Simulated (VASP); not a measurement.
The system is ZnRe2.

```
CELL_PARAMETERS angstrom
0.00000 2.89556 2.89556
2.89556 0.00000 2.89556
2.89556 2.89556 0.00000
ATOMIC_POSITIONS crystal
Zn 0.00000 0.00000 0.00000
Re 0.75000 0.75000 0.75000
Re 0.25000 0.25000 0.25000
```

The cell was built by a generator and needn't be a form met in nature.

Base run:

- Program: VASP 6.6.1
- Functional: BLYP
- Potentials or basis: VASP PAW PBE potentials, release 64 (Zn, Re)
- Cutoff: 520 eV
- k mesh: 8 × 8 × 8
- Occupations: fermi-dirac, width 0.05 eV
- Spin: no spin polarisation

Its results: pressure 10.8 GPa.

Problem. After a change of settings the same cell gave: pressure 3.8 GPa. Which change was it?
A. functional from BLYP to RPBE
B. functional from BLYP to SCAN; further incar settings from ALGO = Fast; EDIFF = 1e-06; NBANDS = 20 to ALGO = Normal; EDIFF = 1e-06; NBANDS = 20
C. functional from BLYP to PW91
D. functional from BLYP to PBEsol

Solution. A.

Caveats: the PAW data sets were made with another functional, which shifts forces and pressure a little.

Runs at the PBE level aren't shown here.
